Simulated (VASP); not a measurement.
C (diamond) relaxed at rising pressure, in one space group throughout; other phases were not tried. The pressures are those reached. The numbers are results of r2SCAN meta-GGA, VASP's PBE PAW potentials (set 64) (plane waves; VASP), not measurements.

```tsv
P (GPa)	V (Å³/atom)	k-mesh
0.22	5.643	13×13×13
5.21	5.583	13×13×13
10.20	5.525	13×13×13
19.97	5.417	13×13×13
29.94	5.318	13×13×13
```

Question: Fit an equation of state and predict the volume at 44.81 GPa.

Answer: Least squares on the third-order Birch-Murnaghan form, P = (3B0/2)(y⁷ − y⁵)[1 + (3/4)(B′ − 4)(y² − 1)] with y = (V0/V)^(1/3), gives V0 = 5.646 Å³/atom, B0 = 450 GPa and B′ = 3.5, and so 5.182 Å³/atom. The run gave 5.184 Å³/atom, +0.0 % from the fit.

Pressures at which the relaxation failed are left out.

The compound is C in the diamond structure.
